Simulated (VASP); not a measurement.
The system is InP.

```xyz
2
Lattice="0.0000 2.9305 2.9305 2.9305 0.0000 2.9305 2.9305 2.9305 0.0000" Properties=species:S:1:pos:R:3 pbc="T T T"
In    0.0000    0.0000    0.0000
P     1.4652    1.4652    1.4652
```

| Item | Value |
| --- | --- |
| Program | VASP 6.6.1 |
| Task | relaxation of cell and atoms |
| Functional | PBE |
| Potentials or basis | VASP PAW PBE potentials, release 64 (In_d, P) |
| Cutoff | 520 eV |
| k mesh | 10 × 10 × 10 |
| Occupations | gaussian, width 0.02 eV |
| Spin | no spin polarisation |

At the start: pressure 3.3 GPa; volume 25.17 Å³/atom.

Problem. Where does the relaxation end?

Solution. Over 3 steps the energy falls by 12.4 meV/atom and the volume is 26.43 Å³/atom (+5.0 %); space group F-43m (No. 216, to 0.05 Å).

Step by step:
```tsv
step	energy change (eV)	largest force (eV/Å)	pressure (GPa)	volume (Å³)
1	0.0000	0.0000	3.29	50.33
2	-0.0190	0.0000	-1.39	54.19
3	-0.0248	0.0000	0.00	52.87
```

Final structure:
```
CELL_PARAMETERS angstrom
0.00000 2.97889 2.97889
2.97889 0.00000 2.97889
2.97889 2.97889 0.00000
ATOMIC_POSITIONS crystal
In 0.00000 0.00000 0.00000
P 0.25000 0.25000 0.25000
```
